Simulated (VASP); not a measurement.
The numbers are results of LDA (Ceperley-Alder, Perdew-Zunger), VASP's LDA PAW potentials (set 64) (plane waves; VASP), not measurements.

The input files of a VASP run:

INCAR:
```
SYSTEM=CdTe
PREC=Accurate; ENCUT=400; LREAL=.False.
LASPH=.True.
EDIFF=1E-8; NELM=100; ALGO=Normal
LMAXMIX=4
ISMEAR=0; SIGMA=0.01
LWAVE=.False.; LCHARG=.False.
LEPSILON=.True.
```

File KPOINTS:
```
Automatic mesh
0
Gamma
7 7 7
0 0 0
```

POSCAR:
```
CdTe
1
    0.0000000000     3.2028670756     3.2028670756
    3.2028670756     0.0000000000     3.2028670756
    3.2028670756     3.2028670756     0.0000000000
Cd Te
1 1
Direct
  0.0000000000   0.0000000000   0.0000000000
  0.2500000000   0.2500000000   0.2500000000
```

POTCAR, in this order: Cd Te (LDA.64 set). Program: vasp_std.

The run wrote:

OUTCAR:
```


 HEAD OF MICROSCOPIC STATIC DIELECTRIC TENSOR (INDEPENDENT PARTICLE, excluding Hartree and local field effects)
 ------------------------------------------------------
          14.649244     0.000000     0.000000
           0.000000    14.649244     0.000000
           0.000000     0.000000    14.649244
 ------------------------------------------------------

 MACROSCOPIC STATIC DIELECTRIC TENSOR (including local field effects in DFT)
 ------------------------------------------------------
          14.114394     0.000000     0.000000
           0.000000    14.114394     0.000000
           0.000000     0.000000    14.114394
 ------------------------------------------------------

 PIEZOELECTRIC TENSOR (including local field effects)  for field in x, y, z        (e  Angst)
          XX          YY          ZZ          XY          YZ          ZX
  --------------------------------------------------------------------------------
  x     0.00000    -0.00000     0.00000     0.00000    -2.82754     0.00000
  y    -0.00000     0.00000    -0.00000     0.00000     0.00000    -2.82754
  z    -0.00000     0.00000     0.00000    -2.82754     0.00000     0.00000

 PIEZOELECTRIC TENSOR (including local field effects)  for field in x, y, z        (C/m^2)
          XX          YY          ZZ          XY          YZ          ZX
  --------------------------------------------------------------------------------
  x     0.00000    -0.00000     0.00000     0.00000    -0.68940     0.00000
  y    -0.00000     0.00000    -0.00000     0.00000     0.00000    -0.68940
  z    -0.00000     0.00000     0.00000    -0.68940     0.00000     0.00000

 BORN EFFECTIVE CHARGES (including local field effects) (in |e|, cummulative output)
 ---------------------------------------------------------------------------------
 ion    1
    1     2.29576     0.00000     0.00000
    2     0.00000     2.29576     0.00000
    3     0.00000     0.00000     2.29576
 ion    2
    1    -2.29576     0.00000     0.00000
    2     0.00000    -2.29576     0.00000
    3     0.00000     0.00000    -2.29576
```
(Selected blocks of OUTCAR.)

The dielectric response may not be converged in the k-mesh; for small gaps it tends to come out too large.

The compound is CdTe in the zinc blende structure. It was relaxed first.
